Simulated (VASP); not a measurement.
Consider the following.

```
CELL_PARAMETERS angstrom
      2.85070     0.00000     0.00000
      0.00000     2.85070     0.00000
      0.00000     0.00000     3.58161
ATOMIC_POSITIONS crystal
  Cu 0.49451 0.49531 0.50347
  Au 0.00549 0.00469 0.99653
```

Level of theory: PBE GGA, VASP's PBE PAW potentials (set 64) (plane waves; VASP). Settings: 300 eV cut-off, 9×9×7 Γ-centred mesh, Fermi-Dirac smearing of 0.10 eV, potentials Cu Au.

At this cut-off the stress carries a Pulay error, which pulls relaxed volumes low.

Task: The ions, cell shape and volume are relaxed. Predict the relaxed structure.

Result: 
```
CELL_PARAMETERS angstrom
      2.84046     0.00004     0.00006
      0.00004     2.84046     0.00006
      0.00014     0.00012     3.67266
ATOMIC_POSITIONS crystal
  Cu 0.50028 0.50024 0.49999
  Au 0.99972 0.99976 0.00001
```
Space group P4/mmm (123), at a tolerance of 0.03 Å.

Task: How do energy and volume change from the first to the last step?

Result: The energy (σ→0) changes by -6.9 meV/atom and the volume by +1.8 %, in 13 ionic steps.

The structure comes from a computed database's CuAu entry; how it stands against other phases isn't given here. In the starting cell atoms are displaced from their ideal sites. This run relaxes it. The run is one of a series of settings (EDIFFG = -0.01, IBRION = 2, ISIF = 3, NSW = 50 against the base run), some of them coarse on purpose.
